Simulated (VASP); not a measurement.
HfO2:

```
Hf O
1.0
     0.00000    2.53566    2.53566
     2.53566    0.00000    2.53566
     2.53566    2.53566    0.00000
Hf O
1 2
Direct
  0.00000 0.00000 0.00000
  0.25000 0.25000 0.25000
  0.75000 0.75000 0.75000
```

The cell was built by a generator and needn't be a form met in nature.

Program: VASP 6.6.1. Alike in all runs: task band structure; potentials or basis VASP PAW PBE potentials, release 64 (Hf_pv, O); no spin polarisation; cell as given; cutoff (eV) 520; smearing gaussian 0.02 eV.

**Question.** Order these runs on this cell by their band gap on the k mesh, lowest first.
A. level r2SCAN; k mesh 10 × 10 × 10
B. level PBE0; k mesh 6 × 6 × 6; grid for exact exchange (PRECFOCK) Fast; exchange at q = 0 truncated
C. level HSE06; k mesh 8 × 8 × 8; grid for exact exchange (PRECFOCK) Fast; screening parameter 0.2 1/A

**Answer.** A (4.29 eV), C (5.36 eV), B (6.09 eV).

Caveats: spin-orbit coupling is left out, which moves the levels of the heavy elements.

Runs at the PBE level aren't shown here.
